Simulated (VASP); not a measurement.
# What spin-orbit coupling changes in TePb, part 2 of 4

What does spin-orbit coupling change in TePb, and what does it cost? All runs use r2SCAN. Left out of this account: 1 further run (fields: a reference on another mesh). The start is a cell from a database of measured crystal structures.

VASP 6.6.1, plane waves and PAW; the level of theory is named at each step.

So far. Step 2 (Bands along the symmetry lines (r2SCAN)): The gap is 1.02 eV, direct.

## 3. Band structure (r2SCAN + SOC)

This step: r2SCAN, spin-orbit coupling; plane waves and PAW (Te, Pb_d) (VASP 6.6.1).

The mesh alone shows little of the dispersion and can miss band extrema, so KPOINTS_OPT adds a path through the symmetry points after the self-consistent cycle. Spin-orbit coupling needs spinors and the noncollinear program, where each band holds one electron.

INCAR reads:

```
SYSTEM = TePb
PREC = Accurate
ENCUT = 400
EDIFF = 1E-06
NELM = 100
ISMEAR = -1
SIGMA = 0.05
LREAL = .FALSE.
ALGO = Normal
METAGGA = R2SCAN
LASPH = .TRUE.
LNONCOLLINEAR = .TRUE.
MAGMOM = 0 0 0 0 0 0
NBANDS = 32
GGA_COMPAT = .FALSE.
LSORBIT = .TRUE.
LORBIT = 11
LWAVE = .FALSE.
LCHARG = .FALSE.
KPAR = 2
```

POSCAR reads:

```
TePb
1.0
    0.0000000000      3.2310000000      3.2310000000
    3.2310000000      0.0000000000      3.2310000000
    3.2310000000      3.2310000000      0.0000000000
Te Pb
1 1
Direct
    0.5000000000      0.5000000000      0.5000000000
    0.0000000000      0.0000000000      0.0000000000
```

KPOINTS reads:

```
Automatic mesh
0
Gamma
6 6 6
0 0 0
```

KPOINTS_OPT reads:

```
Line mode
16
Line-mode
Reciprocal
  0.00000000   0.00000000   0.00000000 GAMMA
  0.50000000   0.00000000   0.50000000 X

  0.50000000   0.00000000   0.50000000 X
  0.50000000   0.25000000   0.75000000 W

  0.50000000   0.25000000   0.75000000 W
  0.37500000   0.37500000   0.75000000 K

  0.37500000   0.37500000   0.75000000 K
  0.00000000   0.00000000   0.00000000 GAMMA

  0.00000000   0.00000000   0.00000000 GAMMA
  0.50000000   0.50000000   0.50000000 L

  0.50000000   0.50000000   0.50000000 L
  0.62500000   0.25000000   0.62500000 U

  0.62500000   0.25000000   0.62500000 U
  0.50000000   0.25000000   0.75000000 W

  0.50000000   0.25000000   0.75000000 W
  0.50000000   0.50000000   0.50000000 L

  0.50000000   0.50000000   0.50000000 L
  0.37500000   0.37500000   0.75000000 K

  0.62500000   0.25000000   0.62500000 U
  0.50000000   0.00000000   0.50000000 X
```

Potentials, in the order of the species: Te and Pb_d (PBE family, release 64).

On the command line:

```bash
mpirun -np 2 vasp_ncl
```

What it wrote:

```text
[banner, memory and clock lines left out]
running    2 mpi-ranks, on    1 nodes
 distrk:  each k-point on    1 cores,    2 groups
 distr:  one band on    1 cores,    1 groups

 POSCAR found type information on POSCAR TePb
 POSCAR found :  2 types and       2 ions
 [... a notice as in an earlier step ...]

 LDA part: xc-table for (None), standard interpolation
 POSCAR, INCAR and KPOINTS ok, starting setup
 FFT: planning ... GRIDC
 FFT: planning ... GRID_SOFT
 FFT: planning ... GRID
 WAVECAR not read
 entering main loop
       N       E                     dE             d eps       ncg     rms          rms(c)
DAV:   1     0.106335708102E+03    0.10634E+03   -0.76994E+03  1024   0.105E+03
DAV:   2    -0.704885062575E+02   -0.17682E+03   -0.16982E+03  1112   0.325E+02
DAV:   3    -0.868931196253E+02   -0.16405E+02   -0.16145E+02  1352   0.119E+02
DAV:   4    -0.875259259773E+02   -0.63281E+00   -0.63232E+00  1216   0.264E+01
DAV:   5    -0.875582075230E+02   -0.32282E-01   -0.32281E-01  1560   0.544E+00    0.404E+00
DAV:   6    -0.831989755718E+02    0.43592E+01   -0.15180E+00  1248   0.212E+01    0.300E+00
DAV:   7    -0.831799951780E+02    0.18980E-01   -0.72217E-02  1216   0.276E+00    0.187E+00
DAV:   8    -0.831871224419E+02   -0.71273E-02   -0.39233E-02  1232   0.217E+00    0.841E-01
DAV:   9    -0.831885483312E+02   -0.14259E-02   -0.19469E-03  1336   0.373E-01    0.418E-01
DAV:  10    -0.831890221658E+02   -0.47383E-03   -0.82901E-04  1152   0.214E-01    0.150E-01
DAV:  11    -0.831889480078E+02    0.74158E-04   -0.30253E-04  1200   0.214E-01    0.502E-02
DAV:  12    -0.831889600967E+02   -0.12089E-04   -0.20191E-05  1312   0.464E-02    0.281E-02
DAV:  13    -0.831889680147E+02   -0.79180E-05   -0.25452E-05  1176   0.536E-02    0.140E-02
DAV:  14    -0.831889683427E+02   -0.32792E-06   -0.18852E-06  1088   0.176E-02
   1 F= -.83188968E+02 E0= -.83188335E+02  d E =-.126625E-02  mag=    -0.0000     0.0000     0.0000
 Start KPOINTS_OPT (optional k-point list driver)
k-point batch [1-16\160]
       N       E                     dE             ncg
DAV:   1     0.137415818698E+04   -0.23797E+04     1032
DAV:   2    -0.154035527392E+04   -0.29145E+04     1096
DAV:   3    -0.180642746100E+04   -0.26607E+03     1336
DAV:   4    -0.181591928145E+04   -0.94918E+01     1224
DAV:   5    -0.181642993648E+04   -0.51066E+00     1552
DAV:   6    -0.181643431324E+04   -0.43768E-02     1312
DAV:   7    -0.181643449643E+04   -0.18319E-03     1576
DAV:   8    -0.181643449849E+04   -0.20611E-05     1216
DAV:   9    -0.181643449858E+04   -0.81631E-07      824
[...]
k-point batch [145-160\160]
       N       E                     dE             ncg
DAV:   1     0.117471450257E+04   -0.77226E+04     1024
DAV:   2    -0.166296764938E+04   -0.28377E+04     1048
DAV:   3    -0.190968961065E+04   -0.24672E+03     1400
DAV:   4    -0.191841139999E+04   -0.87218E+01     1336
DAV:   5    -0.191872213046E+04   -0.31073E+00     1544
DAV:   6    -0.191872640450E+04   -0.42740E-02     1384
DAV:   7    -0.191872651639E+04   -0.11189E-03     1552
DAV:   8    -0.191872651821E+04   -0.18196E-05     1160
DAV:   9    -0.191872651830E+04   -0.87413E-07      880
```

Run time: 37 min. Hardware: 2 MPI ranks of AMD EPYC 7R43, shared host; peak memory 0.58 GiB.

OUTCAR, selected parts (step 3):

```text
The static configuration has the point symmetry O_h .

 Found     16 irreducible k-points:

   k-points           NKPTS =     16   k-points in BZ     NKDIM =     16   number of bands    NBANDS=     32

   NELECT =      20.0000    total number of electrons

 E-fermi :   5.6858

 k-point     1 :       0.0000    0.0000    0.0000
  band No.  band energies     occupation
    ...
     16       3.2694      1.00000
     17       4.3148      1.00000
     18       4.3148      1.00000
     19       4.3148      1.00000
     20       4.3148      1.00000
     21       8.4787      0.00000
     22       8.4787      0.00000
     23      10.4738      0.00000
     24      10.4738      0.00000
     25      10.4738      0.00000
    ...

 k-point     2 :       0.1667    0.0000    0.0000
  band No.  band energies     occupation
    ...
     16       3.5027      1.00000
     17       4.3767      1.00000
     18       4.3767      1.00000
     19       4.6597      1.00000
     20       4.6597      1.00000
     21       7.6885      0.00000
     22       7.6885      0.00000
     23       9.1756      0.00000
     24       9.1756      0.00000
     25       9.3721      0.00000
    ...

  Total        0.5983659      0.5983659      0.5983659      0.0000000     -0.0000000      0.0000000
  in kB       14.2113901     14.2113901     14.2113901      0.0000000     -0.0000000      0.0000000
  external PRESSURE =      14.2113901 kB  Pullay stress =       0.0000000 kB

 POSITION                                       TOTAL-FORCE (eV/Angst)
 -----------------------------------------------------------------------------------
      3.23100      3.23100      3.23100         0.000000      0.000000      0.000000
      0.00000      0.00000      0.00000        -0.000000     -0.000000     -0.000000
 -----------------------------------------------------------------------------------
    total drift:                               -0.000000      0.000000      0.000000

  FREE ENERGIE OF THE ION-ELECTRON SYSTEM (eV)
  ---------------------------------------------------
  free  energy   TOTEN  =       -83.1889683427 eV

  energy  without entropy=      -83.1877020943  energy(sigma->0) =      -83.18833522

 Spin-Orbit-Coupling matrix elements
 Ion:    1  E_soc:     -0.1946795
 Ion:    2  E_soc:     -0.8397969

 total charge
# of ion       s       p       d       tot
------------------------------------------
    1        1.378   2.041   0.019   3.438
    2        1.449   0.588   9.827  11.863
--------------------------------------------------
tot          2.827   2.629   9.846  15.301

 magnetization (x)
# of ion       s       p       d       tot
------------------------------------------
    1       -0.000   0.000   0.000  -0.000
    2       -0.000   0.000   0.000   0.000
--------------------------------------------------
tot         -0.000   0.000   0.000  -0.000

 magnetization (y)
# of ion       s       p       d       tot
------------------------------------------
    1        0.000   0.000   0.000   0.000
    2        0.000  -0.000  -0.000   0.000
--------------------------------------------------
tot          0.000  -0.000  -0.000   0.000

 magnetization (z)
# of ion       s       p       d       tot
------------------------------------------
    1       -0.000   0.000   0.000  -0.000
    2        0.000   0.000  -0.000   0.000
--------------------------------------------------
tot         -0.000   0.000  -0.000  -0.000

[... 7 parts as in an earlier step ...]

[... 5 further parts left out ...]
```

VASP adds spin-orbit coupling inside the spheres on scalar-relativistic partial waves, which describe the 6p1/2 states imperfectly, so such gaps can be off by a tenth of an eV or more.

Numbers from this step:

| Property | Result |
| --- | --- |
| SCF cycles | 14 |
| bands | 32 |
| free energy (TOTEN) | -83.1890 eV |
| energy at zero smearing | -83.1883 eV |
| Fermi energy | 5.686 eV |
| pressure | 1.421 GPa |
| least gap on mesh and path | 0.2173 eV |
| least direct gap on mesh and path | 0.2174 eV |
| valence top at k | 0.5, 0.5, 0.5 |

On-site spin-orbit energy by atom:

```
atom  on-site spin-orbit energy (eV)
 Te1                          -0.195
 Pb2                          -0.840
```

Electronic bands along the path, in eV, zero at the valence-band top; v1 is the highest filled band, c1 the lowest empty one:

```
          point     v4     v3     v2     v1    c1    c2    c3    c4
              Γ  -1.26  -1.26  -1.26  -1.26  2.90  2.90  4.90  4.90
0.47 of the way  -2.01  -2.01  -1.29  -1.29  2.29  2.29  4.13  4.13
              X  -3.42  -3.42  -2.76  -2.76  3.53  3.53  4.88  4.88
0.47 of the way  -3.46  -3.46  -2.12  -2.12  3.73  3.73  4.12  4.12
              W  -4.08  -4.08  -0.53  -0.53  1.67  1.67  5.46  5.46
0.47 of the way  -3.57  -3.57  -1.12  -1.12  2.30  2.30  4.85  4.85
              K  -2.76  -2.76  -2.09  -2.09  3.29  3.29  4.25  4.25
0.53 of the way  -1.03  -1.03  -0.21  -0.21  1.05  1.05  2.17  2.17
              Γ  -1.26  -1.26  -1.26  -1.26  2.90  2.90  4.90  4.90
0.47 of the way  -1.14  -1.14  -0.68  -0.68  1.60  1.60  2.93  2.93
              L  -0.87  -0.87   0.00   0.00  0.22  0.22  1.43  1.43
0.53 of the way  -2.01  -2.01  -1.28  -1.28  1.94  1.94  2.86  2.86
              U  -2.76  -2.76  -2.09  -2.09  3.29  3.29  4.25  4.25
0.47 of the way  -3.46  -3.46  -1.26  -1.26  2.45  2.45  4.76  4.76
              W  -4.08  -4.08  -0.53  -0.53  1.67  1.67  5.46  5.46
0.53 of the way  -2.68  -2.68  -0.62  -0.62  1.27  1.27  3.50  3.50
              L  -0.87  -0.87   0.00   0.00  0.22  0.22  1.43  1.43
0.47 of the way  -1.88  -1.88  -1.13  -1.13  1.71  1.71  2.62  2.62
              K  -2.76  -2.76  -2.09  -2.09  3.29  3.29  4.25  4.25
      jump to U  -2.76  -2.76  -2.09  -2.09  3.29  3.29  4.25  4.25
0.53 of the way  -3.25  -3.25  -2.60  -2.60  3.78  3.78  4.52  4.52
              X  -3.42  -3.42  -2.76  -2.76  3.53  3.53  4.88  4.88
```

Of the projections kept (Te, Pb), the largest for each band there; the rest of the weight can lie on other orbitals:

```
point       v4       v3       v2       v1       c1       c2       c3       c4
    Γ  Te 0.82  Te 0.82  Te 0.82  Te 0.82  Pb 0.73  Pb 0.73  Pb 0.80  Pb 0.80
    X  Te 0.69  Te 0.69  Te 0.72  Te 0.72  Te 0.55  Te 0.55  Pb 0.59  Pb 0.59
    W  Te 0.71  Te 0.71  Te 0.82  Te 0.82  Pb 0.83  Pb 0.83  Te 0.76  Te 0.76
    K  Te 0.68  Te 0.68  Te 0.65  Te 0.65  Pb 0.55  Pb 0.55  Pb 0.51  Pb 0.51
    Γ  Te 0.82  Te 0.82  Te 0.82  Te 0.82  Pb 0.73  Pb 0.73  Pb 0.80  Pb 0.81
    L  Te 0.94  Te 0.94  Te 0.61  Te 0.61  Pb 0.83  Pb 0.83  Pb 0.75  Pb 0.75
```

The gap is 0.22 eV, direct at L. Spin-orbit coupling moves it by -0.80 eV. The run took 5.0 times the core time, with 32 spinor bands against 22. The valence top at Γ, threefold or sixfold with spin, splits into a fourfold and a twofold level, 1.05 eV apart.

## 4. Total and projected DOS (r2SCAN)

This step: r2SCAN; plane waves and PAW (Te, Pb_d) (VASP 6.6.1).

Here the states are counted by energy and projected on the atoms.

INCAR reads:

```
SYSTEM = TePb
PREC = Accurate
ENCUT = 400
EDIFF = 1E-06
NELM = 100
ISMEAR = -5
SIGMA = 0.05
LREAL = .FALSE.
ALGO = Normal
METAGGA = R2SCAN
LASPH = .TRUE.
NBANDS = 22
LORBIT = 11
LWAVE = .FALSE.
LCHARG = .FALSE.
KPAR = 2
NEDOS = 2001
```

POSCAR is that of step 3.

KPOINTS is that of step 3.

On the command line:

```bash
mpirun -np 2 vasp_std
```

What it wrote:

```text
[... set-up lines as in an earlier step ...]
 entering main loop
       N       E                     dE             d eps       ncg     rms          rms(c)
DAV:   1     0.746501093720E+02    0.74650E+02   -0.76585E+03   704   0.747E+02
DAV:   2    -0.759272840531E+02   -0.15058E+03   -0.14368E+03   758   0.238E+02
DAV:   3    -0.867524554134E+02   -0.10825E+02   -0.10764E+02   868   0.707E+01
DAV:   4    -0.870507259025E+02   -0.29827E+00   -0.29815E+00   846   0.124E+01
DAV:   5    -0.870650769753E+02   -0.14351E-01   -0.14351E-01  1038   0.275E+00    0.339E+00
DAV:   6    -0.827032145081E+02    0.43619E+01   -0.13717E+00   942   0.156E+01    0.272E+00
DAV:   7    -0.826835922243E+02    0.19622E-01   -0.77438E-02   854   0.216E+00    0.156E+00
DAV:   8    -0.826918333274E+02   -0.82411E-02   -0.29533E-02   812   0.135E+00    0.690E-01
DAV:   9    -0.826942699965E+02   -0.24367E-02   -0.49803E-03   836   0.528E-01    0.292E-01
DAV:  10    -0.826940465188E+02    0.22348E-03   -0.78754E-04   842   0.263E-01    0.974E-02
DAV:  11    -0.826940573996E+02   -0.10881E-04   -0.31232E-05   874   0.256E-02    0.103E-01
DAV:  12    -0.826940564997E+02    0.89991E-06   -0.75861E-07   654   0.741E-03
   1 F= -.82694056E+02 E0= -.82694056E+02  d E =0.000000E+00
```

The job ended after 64 s (2 MPI ranks; peak memory 0.28 GiB; 2.1 min of CPU time).

Parts of OUTCAR (step 4):

```text
The static configuration has the point symmetry O_h .

 Found     16 irreducible k-points:

   NELECT =      20.0000    total number of electrons

 E-fermi :   5.5413

 k-point     4 :       0.5000    0.0000    0.0000
  band No.  band energies     occupation
    ...
      6      -5.4900      2.00000
      7      -3.3831      2.00000
      8       4.4971      2.00000
      9       4.4971      2.00000
     10       5.5218      2.00000
     11       6.5394      0.00000
     12       6.9253      0.00000
     13       6.9253      0.00000
     14      14.4633      0.00000
     15      15.2090      0.00000
    ...

 k-point     5 :       0.1667    0.1667    0.0000
  band No.  band energies     occupation
    ...
      6      -6.6723      2.00000
      7      -0.9724      2.00000
      8       3.5840      2.00000
      9       3.5840      2.00000
     10       5.0925      2.00000
     11       7.4807      0.00000
     12       9.9911      0.00000
     13       9.9912      0.00000
     14      10.4980      0.00000
     15      13.0723      0.00000
    ...

  Total        0.5936748      0.5936748      0.5936748     -0.0000000     -0.0000000     -0.0000000
  in kB       14.0999751     14.0999751     14.0999751     -0.0000000     -0.0000000     -0.0000000
  external PRESSURE =      14.0999751 kB  Pullay stress =       0.0000000 kB

 POSITION                                       TOTAL-FORCE (eV/Angst)
 -----------------------------------------------------------------------------------
      3.23100      3.23100      3.23100         0.000000      0.000000     -0.000000
      0.00000      0.00000      0.00000         0.000000      0.000000      0.000000
 -----------------------------------------------------------------------------------
    total drift:                               -0.000000      0.000000      0.000000

  FREE ENERGIE OF THE ION-ELECTRON SYSTEM (eV)
  ---------------------------------------------------
  free  energy   TOTEN  =       -82.6940564997 eV

  energy  without entropy=      -82.6940564997  energy(sigma->0) =      -82.69405650

[... 14 parts as in an earlier step ...]
```

The gap is read on the k-mesh alone, so it is an upper bound where the band edges lie off the mesh.

This step gave:

| Quantity | Value |
| --- | --- |
| SCF cycles | 12 |
| bands | 22 |
| free energy (TOTEN) | -82.6941 eV |
| Fermi energy | 5.541 eV |
| pressure | 1.410 GPa |
| valence top at k | 0.5, 0, 0 |
| gap on the k-mesh | 1.018 eV |
| least direct gap on the k-mesh | 1.018 eV |

The density of states has structure finer than the step of the table below, so its rows give means over 1 eV, whole bins alone (the curve runs from -12.0 to 8.11 eV). Peaks (eV: height): total -11.0: 2.59, -10.8: 2.95, -8.4: 2.5, -2.7: 2.45; Te p -2.7: 0.755, -1.5: 0.856, 4.4: 0.361; Pb p -2.7: 0.281, 2.2: 0.734, 4.0: 0.493, 6.5: 0.271; Pb s -8.4: 1.45, -0.8: 0.214; Te s -10.8: 1.84.

States under -12.0 eV and over 8.1 eV are left out. Density of states against energy, zero at the valence-band top; means over each step; values in states/eV/cell:

```
energy (eV)    total     Te p     Pb p     Pb s     Te s     Te d
        -11     1.56  0.00272   0.0169   0.0739    0.926   1.3e-4
        -10        0        0        0        0        0        0
         -9    0.194  0.00877   4.4e-4    0.109  0.00800   2.1e-4
         -8     1.48   0.0515  0.00424    0.838    0.120  0.00299
         -7    0.276  0.00933  0.00168    0.136   0.0577   1.7e-4
         -6   0.0415   9.1e-4   2.1e-4   0.0208   0.0111        0
         -5  0.00523  0.00124   6.5e-4   5.4e-5   1.5e-5        0
         -4    0.572    0.147   0.0704  0.00423  0.00236   8.3e-4
         -3     1.55    0.459    0.178   0.0158  0.00619  0.00314
         -2     1.90    0.669    0.169   0.0352  0.00880  0.00416
         -1     1.85    0.659    0.111    0.148   0.0147  0.00592
          0    0.107   0.0357  0.00548   0.0145  0.00133   3.6e-4
          1   0.0193  0.00154  0.00477   3.3e-4  0.00165   3.7e-4
          2     1.56    0.131    0.481   0.0175   0.0715   0.0406
          3     1.39    0.155    0.408   0.0135   0.0256   0.0454
          4     1.75    0.289    0.451   0.0183   0.0144   0.0590
          5     1.20    0.222    0.254  0.00988  0.00756   0.0441
          6     1.20    0.155    0.223  0.00551  0.00532   0.0524
          7     1.07   0.0504    0.121  0.00182  0.00415   0.0767
```

The gap on this mesh is 1.02 eV. In the top eV of the valence band the largest shares in the PAW spheres are Te p 34 %, Pb s 11 % and Pb p 6 %; in the lowest eV of the conduction band, Pb p 30 %, Te p 8 % and Te s 5 %. The rest lies in smaller channels or between the spheres.

(Part 2 of 4 ends here.)

[Lines on the potential files, build, host, timing and source positions are cut from VASP's logs without a mark.]

[Logs are printed without paths, hosts, clocks, repeated set-up lines and the standing remarks that a program may print on its own settings, such as how far it seeks lower states.]

[Hosts, paths, dates, database ids (printed as entryN), source tags and the programs' standing remarks are cut or masked in the printed files.]

[A measured line is paired with the nearest computed mode of its activity, which favours agreement.]
